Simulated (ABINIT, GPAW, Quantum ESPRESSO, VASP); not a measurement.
**One structure in several programs: LaOsSi₃ (I4mm, 5 atoms in the cell)**

Self-consistent single point.

```xyz
5
Lattice="-2.1429 2.1429 4.9899 2.1429 -2.1429 4.9899 2.1429 2.1429 -4.9899" Properties=species:S:1:pos:R:3 pbc="T T T"
La     0.0000     0.0000     9.9655
Si     0.0000     0.0000     4.1841
Si     2.1429     0.0000     2.5990
Si     0.0000     2.1429     2.5990
Os     0.0000     0.0000     6.5403
```

All programs got the same cell, k-point mesh and kind of occupations (in VASP's words: KPOINTS grid = 8 8 8; KPOINTS shift = 0 0 0; ISMEAR = 0; SIGMA = 0.1 eV); potentials, basis and cutoffs are each program's usual ones.

```csv
code,model,pressure (GPa),largest force (eV/Å),cutoff
VASP,"LDA (PZ), VASP's LDA PAW potentials (set 64)",-5.28,0.085,300 eV
Quantum ESPRESSO,"LDA (PZ), GBRV 1.5 ultrasoft (LDA) pseudopotentials",-4.99,0.119,40 Ry
ABINIT,"LDA (PW92), PAW (JTH v2.0 LDA PAW)",-4.83,0.110,707 eV
GPAW,"LDA (Perdew-Wang 92), GPAW PAW datasets LDA (gpaw-data 1.0.1)",-4.86,0.141,800 eV
```

Size of the force on each atom (eV/Å): Sizes of forces hide their directions.

```tsv
code	La1	Si2	Si3	Si4	Os5
VASP	0.064	0.085	0.029	0.029	0.038
Quantum ESPRESSO	0.058	0.119	0.062	0.062	0.063
ABINIT	0.056	0.110	0.057	0.057	0.060
GPAW	0.056	0.141	0.074	0.074	0.063
```

The spread over the programs that give each value: pressure within 0.45 GPa; largest force within 0.056 eV/Å.

The starting cell comes from a database of computed structures (which also holds hypothetical and non-ambient phases and stackings), without a prior relaxation at this level. On VASP's run: Spin-orbit coupling is off. Spin polarisation is off. In the base run, with a pressure of about -5 GPa the cell is away from its equilibrium volume at this level.

**Question.** Why do the programs differ, and what cannot be compared?

**Answer.** Differences of this kind can come from the potentials, where these differ, and from what each basis and cutoff leave unconverged. The valence holds different numbers of electrons (VASP 31, Quantum ESPRESSO 39, ABINIT 31, GPAW 37). The zero of total energies and Fermi levels follows the potentials and each program's conventions, so they are not compared here. The same LDA comes in different parametrisations, which differ slightly.

VASP's run is marked for a possible Pulay error in its stress at this cutoff; no cutoff test was made.

Left out of this page: Ansatz, CP2K and FLEUR (not drawn, or without a comparable value).
